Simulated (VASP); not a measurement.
Data:

```
CELL_PARAMETERS angstrom
      4.21940     0.00000     0.00000
     -2.10970     3.65411     0.00000
      0.00000     0.00000     6.78546
ATOMIC_POSITIONS crystal
  Mg 0.33333 0.66667 0.99767
  Mg 0.66667 0.33333 0.49767
  Se 0.33333 0.66667 0.37733
  Se 0.66667 0.33333 0.87733
```

Computed with PBEsol GGA, VASP's PBE PAW potentials (set 64) (plane waves; VASP). Settings: 500 eV cut-off, 6×6×4 Γ-centred mesh, Gaussian smearing of 0.050 eV, potentials Mg Se.

Energy and stress use the plane-wave basis of the starting cell.

Problem. The ions, cell shape and volume at an external pressure of 5.0 GPa are relaxed. Which structure does the run end with?

Solution. 
```
CELL_PARAMETERS angstrom
      4.09866     0.00000     0.00000
     -2.04933     3.54954     0.00000
      0.00000     0.00000     6.59049
ATOMIC_POSITIONS crystal
  Mg 0.33333 0.66667 0.99767
  Mg 0.66667 0.33333 0.49767
  Se 0.33333 0.66667 0.37733
  Se 0.66667 0.33333 0.87733
```
Space group P6_3mc (186), at a tolerance of 0.03 Å.

Problem. How do energy and volume change from the first to the last step?

Solution. The energy (σ→0) changes by +31.7 meV/atom and the volume by -8.4 %, in 3 ionic steps.

The structure was generated: MgSe was put into the wurtzite type (P6_3mc), which need not be its known phase. This run relaxes it under an external pressure of 5 GPa. Symmetry was kept, so distortions that lower it aren't found.
